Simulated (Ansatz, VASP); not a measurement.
# Al4Co in two plane-wave programs

One calculation is typed for both programs; each brings its own data sets. How far apart do they land? The cell is taken from a series of runs on this material, whose earlier steps may have relaxed, scaled, displaced or heated it; both programs get it as it stands.

Calculated with Ansatz 0.2.0; plane waves, with VASP 6.6.1 beside it; relaxation of cell and atoms at PBE.

## Step 1: Set-up

It takes space group Im-3m (No. 229, cubic). The conventional cell has a = 5.563 Å, b = 5.563 Å, c = 5.563 Å, α = 90.00°, β = 90.00°, γ = 90.00°. Nearest to Co lie 8 Al at 2.41 Å. Nearest to Al lie 2 Co at 2.41 Å. As first built, before any earlier steps moved the atoms (in the runner's words): invented: MnGa4 (Im-3m) with Co for Mn, Al for Ga. Farther neighbours are not listed.

## Step 2: Ansatz: relaxation of cell and atoms, PBE

Ansatz runs on its default PAW (the set named soft_2) files.

The relaxed volume is the usual yardstick between codes: in a stiff, nearly cubic crystal its relative difference is about their pressure difference at one cell divided by the bulk modulus.

input.yaml

```yaml
crystal:
  lattice:
    - [-2.78131968, 2.78131968, 2.78131968]
    - [2.78131968, -2.78131968, 2.78131968]
    - [2.78131968, 2.78131968, -2.78131968]
  atoms:
    - { symbol: Co, position: [0.0, 0.0, 0.0], spin: 2.0 }
    - { symbol: Al, position: [0.0, 0.0, 0.5] }
    - { symbol: Al, position: [0.0, 0.5, 0.0] }
    - { symbol: Al, position: [0.5, 0.0, 0.0] }
    - { symbol: Al, position: [0.5, 0.5, 0.5] }
magnetization:
  spin_polarized: true
kpoints:
  mp_grid: { grid: [10, 10, 10] }
hamiltonian:
  xc: pbe
scf:
  occupations: { method: fermi_dirac, width: 0.1 }
  lower_state_search: "off"
relax:
  adjacent_minimum: "off"
  f_tol: 0.01
  max_steps: 60
  cell: {}
```

On the command line:

```console
$ ansatz run input.yaml --threads 2 --pin off --max-ram 5120MiB --backend cpu --events-out ev --progress --plain --runs-dir out
```

Numbers of over 12 decimals in the logs are rounded to 6 here.

Output:

```text
Engine: ansatz 0.2.0, aarch64-unknown-linux-gnu
Pseudopotentials: kind: paw
Pseudopotential: Co, paw, valence charge 17, recommended cutoff 420 eV (normal), Co.paw.azcp
Pseudopotential: Al, paw, valence charge 3, recommended cutoff 420 eV (normal), Al.paw.azcp
Functional definition: PBE
  parameter kappa = 0.804
  parameter beta = 0.066725
  exchange = pbe_x(kappa = kappa, mu = beta*pi^2/3)
  correlation = pbe_c(beta = beta)
Crystal: 5 atoms, lattice volume = 86.062 Å³
Basis set: ecut = 420 eV, 1721 PW (Γ), exchange–correlation on 72×72×72 points (8 copies of the dense FFT grid, shifted against one another)
Bands: 21, of which v1, the nominal top of the filled ones, is band 15 counted from 1 (14 counted from 0)
Symmetry: 48 space group operations
Space group: Im-3m (ITA 229), of the structure as read, at distance tolerance 4.4e-5 Å
Magnetic group: BNS 229.140 (UNI 1642), of the structure as read, at distance tolerance 4.4e-5 Å
k-points: 47 of 1000
Non-local potential: Co, projectors of the file, l = 0: 3, l = 1: 2, l = 2: 3, l = 3: 1
Non-local potential: Al, projectors of the file, l = 0: 2, l = 1: 2, l = 2: 1
PAW form: soft (Blöchl's): semilocal exchange-correlation on the pseudo side does not see the compensation charge
PAW one-centre angular grid: Co, 590 points (default); XC on 64 Gauss nodes
PAW one-centre angular grid: Al, 110 points (default); XC on 64 Gauss nodes
Initial density: superposition of atomic densities (chi_scale 0.1, normalization cell)
Starting moments: Σ|m| = 2 μB on 1 of 5 sites
Initial wavefunctions: pseudopotential atomic-orbital guess
Functional: x = pbe(κ = 0.804, μ = 0.219515), c = pbe(β = 0.066725)
SCF iter   1: F=—  HF=-7279.563945 eV  |F-HF|=—  |Δ(HF+E_count)|=         —  Δρ=1.48e-1 (↑1.89e-2 ↓1.48e-1)  dr2=2.58e1  dr2_m=4.24e0  M=0.358 μB ∫|m|=0.523 μB  β_m=0.30  ethr=3.10e-3  ⟨swp⟩=6.5  Hψ=10313  notcnv=0
preconditioner: auto → Kerker (q_TF=auto, 2.276 Å⁻¹)  [metal: Δε(μ)=0.026 eV  Ē_g=7.286 eV  σ=0.100 eV  W_gap=0.06  n_scr=18 (ndim 8)  ℏωp=18.3 eV  f_vac=0.000  D(μ)=2.51/eV (n_scr^D=18)]
spin=Collinear: Kerker preconditioning applied to the charge; magnetization (m = ρ↑ − ρ↓) channel mixes plain (no charge-response kernel on spin).
SCF iter   2: F=—  HF=-7278.348801 eV  |F-HF|=—  |Δ(HF+E_count)|=    1.22e0  Δρ=9.63e-2 (↑9.63e-2 ↓6.61e-2)  dr2=1.23e1  dr2_m=2.29e-1  M=1.229 μB ∫|m|=1.400 μB  β_m=0.30  ethr=3.10e-3  ⟨swp⟩=3.4  Hψ=5385  notcnv=0  defer=12
SCF iter   3: F=—  HF=-7277.425701 eV  |F-HF|=—  |Δ(HF+E_count)|=   9.23e-1  Δρ=6.17e-2 (↑2.37e-2 ↓6.17e-2)  dr2=4.87e0  dr2_m=1.23e0  M=0.555 μB ∫|m|=0.752 μB  β_m=0.30  ethr=3.10e-3  ⟨swp⟩=2.2  Hψ=4747  notcnv=0  defer=4
SCF iter   4: F=—  HF=-7277.687833 eV  |F-HF|=—  |Δ(HF+E_count)|=   2.62e-1  Δρ=8.86e-2 (↑6.91e-2 ↓8.86e-2)  dr2=2.13e1  dr2_m=8.61e-2  M=1.391 μB ∫|m|=1.561 μB  β_m=1.00  ethr=3.10e-3  ⟨swp⟩=3.1  Hψ=4657  notcnv=0  defer=7
SCF iter   5: F=—  HF=-7276.599591 eV  |F-HF|=—  |Δ(HF+E_count)|=    1.09e0  Δρ=3.81e-2 (↑1.89e-2 ↓3.81e-2)  dr2=3.35e-1  dr2_m=6.33e-1  M=0.778 μB ∫|m|=1.005 μB  β_m=0.30  ethr=3.10e-3  ⟨swp⟩=2.9  Hψ=4214  notcnv=0  defer=4
SCF iter   6: F=—  HF=-7276.693837 eV  |F-HF|=—  |Δ(HF+E_count)|=   9.42e-2  Δρ=3.31e-2 (↑3.31e-2 ↓1.12e-2)  dr2=1.63e0  dr2_m=9.68e-2  M=0.995 μB ∫|m|=1.199 μB  β_m=0.30  ethr=1.15e-3  ⟨swp⟩=2.3  Hψ=3656  notcnv=0  defer=6
SCF iter   7: F=—  HF=-7276.620515 eV  |F-HF|=—  |Δ(HF+E_count)|=   7.33e-2  Δρ=1.79e-2 (↑1.79e-2 ↓1.61e-2)  dr2=8.30e-3  dr2_m=2.28e-1  M=0.797 μB ∫|m|=1.000 μB  β_m=0.30  ethr=1.15e-3  ⟨swp⟩=2.1  Hψ=2906  notcnv=0  defer=6
SCF iter   8: F=—  HF=-7276.638890 eV  |F-HF|=—  |Δ(HF+E_count)|=   1.84e-2  Δρ=2.12e-2 (↑1.21e-2 ↓2.12e-2)  dr2=6.45e-2  dr2_m=2.19e-1  M=0.703 μB ∫|m|=0.896 μB  β_m=0.30  ethr=2.86e-5  ⟨swp⟩=2.0  Hψ=3360  notcnv=0  defer=4
SCF iter   9: F=—  HF=-7276.651186 eV  |F-HF|=—  |Δ(HF+E_count)|=   1.23e-2  Δρ=1.76e-2 (↑1.05e-2 ↓1.76e-2)  dr2=3.99e-2  dr2_m=1.56e-1  M=0.660 μB ∫|m|=0.840 μB  β_m=0.30  ethr=2.86e-5  ⟨swp⟩=1.6  Hψ=2212  notcnv=0  defer=4
SCF iter  10: F=—  HF=-7276.661796 eV  |F-HF|=—  |Δ(HF+E_count)|=   1.06e-2  Δρ=1.56e-2 (↑1.56e-2 ↓3.80e-3)  dr2=1.07e-1  dr2_m=7.33e-2  M=0.677 μB ∫|m|=0.843 μB  β_m=0.30  ethr=2.86e-5  ⟨swp⟩=2.0  Hψ=3857  notcnv=0  defer=4
[...]
preconditioner: auto → Kerker (q_TF=auto, 2.275 Å⁻¹)  [metal: Δε(μ)=0.011 eV  Ē_g=6.245 eV  σ=0.100 eV  W_gap=0.03  n_scr=18 (ndim 8)  ℏωp=18.3 eV  f_vac=0.000  D(μ)=3.89/eV (n_scr^D=42)]
spin=Collinear: Kerker preconditioning applied to the charge; magnetization (m = ρ↑ − ρ↓) channel mixes plain (no charge-response kernel on spin).
[...]
SCF iter   9: F=-7276.693521 eV  HF=-7276.693521 eV  |F-HF|=6.60e-10  |Δ(HF+E_count)|=  8.53e-10  Δρ=8.17e-7 (↑8.17e-7 ↓2.01e-7)  dr2=7.74e-10  dr2_m=8.52e-11  M=-0.000 μB ∫|m|=0.000 μB  β_m=0.90  ethr=3.46e-12  ⟨swp⟩=1.8  Hψ=5712  notcnv=0
SCF iter  10: F=-7276.693521 eV  HF=-7276.693521 eV  |F-HF|=7.46e-11  |Δ(HF+E_count)|=  2.46e-11  Δρ=2.72e-7 (↑2.72e-7 ↓6.28e-8)  dr2=9.40e-11  dr2_m=9.86e-12  M=-0.000 μB ∫|m|=0.000 μB  ethr=2.67e-12  ⟨swp⟩=1.4  Hψ=4893  notcnv=0
the starting moments were not kept: the SCF closed with an absolute magnetisation of 1.4e-5 μB, where they sum to 2 μB in size (1 site). That is at most 0.1 of that sum. Measured as dr2_m measures the in/out step, that magnetisation stands 1.9e-10 eV from none, at or under the dr2_threshold of 1.5e-8 eV: it is no larger than a step whose dr2_m would equal this threshold.
SCF 3 converged in 10 iterations: F = -7276.693521 eV  dr2 = 9.40e-11
relax step   3: F+E_penalty+E_count = -7276.69352147 eV  Δ(F+E_penalty+E_count) = +1.280e-5 eV  max|allowed force component| = 4.684e-31 eV/Å  Δτ_max = 0.0000 Å  P = +0.000 GPa  Ω = 86.359 Å³  energy of the carried Pulay correction = -1.252e-4 eV  (10 SCF iters, dr2 threshold 1.51e-8 eV, accepted)
Initial wavefunctions: pseudopotential atomic-orbital guess (no wavefunctions were taken with the density)
iter 1 solved again at ethr=2.90e-7 eV; its pass at ethr=3.10e-3 eV (dr2=8.40e-5 eV) is discarded
SCF iter   1: F=—  HF=-7276.693587 eV  |F-HF|=—  |Δ(HF+E_count)|=         —  Δρ=6.78e-5 (↑6.78e-5 ↓6.78e-5)  dr2=3.39e-7  dr2_m=9.62e-12  M=-0.000 μB ∫|m|=0.000 μB  β_m=0.30  ethr=2.90e-7  ⟨swp⟩=3.0  Hψ=15305  notcnv=0
preconditioner: auto → Kerker (q_TF=auto, 2.275 Å⁻¹)  [metal: Δε(μ)=0.011 eV  Ē_g=6.246 eV  σ=0.100 eV  W_gap=0.03  n_scr=18 (ndim 8)  ℏωp=18.3 eV  f_vac=0.000  D(μ)=3.89/eV (n_scr^D=42)]
spin=Collinear: Kerker preconditioning applied to the charge; magnetization (m = ρ↑ − ρ↓) channel mixes plain (no charge-response kernel on spin).
SCF iter   2: F=—  HF=-7276.693629 eV  |F-HF|=—  |Δ(HF+E_count)|=   4.22e-5  Δρ=4.79e-5 (↑4.79e-5 ↓4.79e-5)  dr2=1.92e-7  dr2_m=8.17e-12  M=-0.000 μB ∫|m|=0.000 μB  β_m=0.65  ethr=1.17e-9  ⟨swp⟩=1.6  Hψ=2321  notcnv=0
SCF iter   3: F=—  HF=-7276.693670 eV  |F-HF|=—  |Δ(HF+E_count)|=   4.12e-5  Δρ=2.76e-5 (↑2.76e-5 ↓2.74e-5)  dr2=2.01e-6  dr2_m=5.89e-12  M=-0.000 μB ∫|m|=0.000 μB  β_m=0.39  ethr=6.62e-10  ⟨swp⟩=2.1  Hψ=3162  notcnv=0  recentre
SCF iter   4: F=—  HF=-7276.693670 eV  |F-HF|=—  |Δ(HF+E_count)|=   1.67e-8  Δρ=5.65e-7 (↑5.65e-7 ↓4.31e-7)  dr2=3.01e-10  dr2_m=5.23e-12  M=-0.000 μB ∫|m|=0.000 μB  β_m=0.69  ethr=6.62e-10  ⟨swp⟩=2.1  Hψ=2742  notcnv=0
SCF iter   5: F=—  HF=-7276.693670 eV  |F-HF|=—  |Δ(HF+E_count)|=   1.73e-7  Δρ=9.59e-7 (↑9.59e-7 ↓8.29e-7)  dr2=2.10e-9  dr2_m=3.50e-12  M=-0.000 μB ∫|m|=0.000 μB  β_m=0.69  ethr=1.00e-12  ⟨swp⟩=4.8  Hψ=6767  notcnv=0
SCF iter   6: F=—  HF=-7276.693670 eV  |F-HF|=—  |Δ(HF+E_count)|=  2.33e-10  Δρ=3.66e-7 (↑3.66e-7 ↓2.61e-7)  dr2=2.78e-10  dr2_m=2.28e-12  M=-0.000 μB ∫|m|=0.000 μB  β_m=0.69  ethr=1.04e-12  ⟨swp⟩=2.1  Hψ=2576  notcnv=0
SCF iter   7: F=-7276.693670 eV  HF=-7276.693670 eV  |F-HF|=3.91e-11  |Δ(HF+E_count)|=  1.82e-11  Δρ=1.71e-7 (↑8.05e-8 ↓1.71e-7)  dr2=4.32e-11  dr2_m=1.67e-12  M=-0.000 μB ∫|m|=0.000 μB  ethr=1.00e-12  ⟨swp⟩=3.0  Hψ=6397  notcnv=0
the starting moments were not kept: the SCF closed with an absolute magnetisation of 6.4e-6 μB, where they sum to 2 μB in size (1 site). That is at most 0.1 of that sum. Measured as dr2_m measures the in/out step, that magnetisation stands 4.0e-11 eV from none, at or under the dr2_threshold of 5.0e-11 eV: it is no larger than a step whose dr2_m would equal this threshold.
SCF 4 converged in 7 iterations: F = -7276.693670 eV  dr2 = 4.32e-11
relax step   4: F+E_penalty+E_count = -7276.69367043 eV  Δ(F+E_penalty+E_count) = -1.490e-4 eV  max|allowed force component| = 9.039e-31 eV/Å  Δτ_max = 0.0000 Å  P = +0.003 GPa  Ω = 86.359 Å³  stress off target by 2.89e-3 GPa  SCF on the basis re-selected at this cell (its energy is not comparable with the rows above)  (7 SCF iters)
basis re-selected at this cell: Δ(F+E_penalty+E_count) = -1.490e-4 eV, ΔP = +0.002 GPa vs the last step (what re-selecting the basis moved, of the pressure what is left beyond the Pulay correction that the steps carried, after the strain that the cell walked since its last selection, with what the two solves' SCF thresholds leave and, on support functions, any second-order correction that the steps lacked; it is no m [...]
SCF converged after 7 iterations
Magnetization: -0.0000 μB (14.5000 up, 14.5000 down)
Absolute magnetization: 0.0000 μB (∫|ρ↑−ρ↓|, with the PAW one-centre terms)
Spin contamination: 0.0000 ħ² per cell (⟨S²⟩ above its minimum at these occupations)
Per-site moments (μB) at R_I (Å): [(-3.889838789227063e-6, 0.994725), (-6.6571551955407e-8, 0.994725), (-6.657155234230624e-8, 0.994725), (-6.657155203066762e-8, 0.994725), (-6.65715523465579e-8, 0.994725)]
Free energy (F): -7276.693670 eV
Harris-Foulkes:  -7276.693670 eV  (|F-HF|=3.91e-11)
Internal energy: -7276.565427 eV  (E = F + TS)
E sigma→0 (E₀):  -7276.629549 eV
Entropy (-TS):   -0.128243 eV (-25.649 meV/atom)
Fermi energy:    7.779553 eV
--- Per-component energies (eV) ---
  E_band       = -383.443122
  E_kinetic    = 547.202695
  E_local      = -4962.960928  (includes V_loc(G=0)·N_el)
  E_nonlocal   = 497.193966
  E_hartree    = 2181.529110
  E_xc         = -317.209053
  E_vxc        = -320.031540  (∫ρ·V_xc dr)
  E_paw        = -3386.987138  (= ΣΔE_a)
  E_vpaw       = -507.906217  (= ΣTr[D̂ρ^β])
  E_aug_tail   = 0.000065  (compensation charges beyond the density's cutoff)
  E_ewald      = -1835.334145
  E_smearing   = -0.128243  (= −TS)
  E_closure    = -0.000000  (closes the sum)
  Σ components = -7276.693670   (vs F -7276.693670, Δ=0.00e0)
--- Forces (eV/Å), atoms counted from 1 ---
  atom   1  Co     0.00000000     0.00000000    -0.00000000
  atom   2  Al    -0.00000000    -0.00000000     0.00000000
  atom   3  Al    -0.00000000     0.00000000    -0.00000000
  atom   4  Al    -0.00000000     0.00000000     0.00000000
  atom   5  Al    -0.00000000    -0.00000000    -0.00000000
  max |Σ_I F_I| component: 6.57e-31 eV/Å
--- Stress (GPa, compression-positive) ---
        0.002893      -0.000000       0.000000
       -0.000000       0.002893       0.000000
        0.000000       0.000000       0.002893
  P = ⅓ Tr σ = 0.0029 GPa (0.029 kbar)
--- Relaxed structure (3 steps of the walk, 3 accepted, 1 SCFs on fresh bases) ---
  F+E_penalty+E_count = -7276.69367043 eV   max|allowed force component| = 9.039e-31 eV/Å   (the final SCF, on the basis selected at the relaxed cell)
  cell:  # Å, volume = 86.3585 Å³
    - [-2.784508, 2.784508, 2.784508]
    - [2.784508, -2.784508, 2.784508]
    - [2.784508, 2.784508, -2.784508]
  atoms:
    - { symbol: Co, position: [0, 0, 0] }
    - { symbol: Al, position: [0.0, 0.0, 0.5] }
    - { symbol: Al, position: [0.0, 0.5, 0.0] }
    - { symbol: Al, position: [0.5, 0.0, 0.0] }
    - { symbol: Al, position: [0.5, 0.5, 0.5] }
```

In the SCF lines HF is the Harris–Foulkes energy and dr2 the Hartree energy of the density residual, in eV; the loop may stop once dr2 is under the threshold and the program's other checks hold. Hψ counts applications of the Hamiltonian.

[end of part 1 of 2]

[Lines on the potential files, build, host, timing and source positions are cut from VASP's logs without a mark.]

[Logs are printed without paths, hosts, clocks, repeated set-up lines and the standing remarks that a program may print on its own settings, such as how far it seeks lower states.]

[Hosts, paths, dates, database ids (printed as entryN), source tags and the programs' standing remarks are cut or masked in the printed files.]
